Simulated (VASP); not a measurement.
```
CdHg3Te4
1.0
    0.00000     3.25535     3.25535
    3.25535     0.00000     3.25535
   13.01292    13.01292     0.00848
Hg Te Cd
3 4 1
Cartesian
  3.25571   3.25571   6.51034
  6.50910   6.50910   6.51230
  6.50627   6.50627   0.00443
  1.62753   1.62753   1.62782
  4.88154   4.88154   1.62916
  8.13574   8.13574   1.63030
 11.38111  11.38111   1.64028
 13.01638  13.01638   6.51571
```

Level of theory: PBEsol GGA, VASP's PBE PAW potentials (set 64) (plane waves; VASP). Numerical set-up: 400 eV cut-off, Gaussian smearing of 0.050 eV, potentials Hg Te Cd.

Q: Give the energies of bands 27 to 40 at the high-symmetry points, in eV from the Fermi level.

A: 
```csv
band,Γ,T,H2,L,S0,F
27,-3.04,-1.93,-5.20,-5.13,-5.20,-5.02
28,-0.97,-1.53,-4.44,-4.49,-4.44,-4.45
29,-0.97,-0.92,-2.85,-2.35,-2.86,-2.37
30,-0.60,-0.92,-2.81,-2.32,-2.78,-2.28
31,-0.60,-0.76,-2.68,-2.02,-2.73,-2.15
32,-0.55,-0.76,-2.63,-1.97,-2.61,-2.14
33,-0.45,-0.25,-1.76,-1.67,-1.79,-1.63
34,-0.45,-0.25,-1.71,-1.55,-1.67,-1.56
35,-0.02,-0.10,-1.61,-1.19,-1.65,-0.93
36,0.00,-0.10,-1.57,-1.10,-1.54,-0.93
37,0.00,0.61,2.34,1.50,2.31,0.84
38,0.75,0.71,2.43,1.68,2.46,1.96
39,0.88,0.77,2.62,2.11,2.61,2.20
40,1.40,1.37,3.11,2.35,3.12,2.39
```

It has no gap at this level: it comes out as a metal or semimetal.

The structure was generated: CdHg3Te4 was put into an ordered model structure (R3m), which need not be its known phase. It was relaxed first.
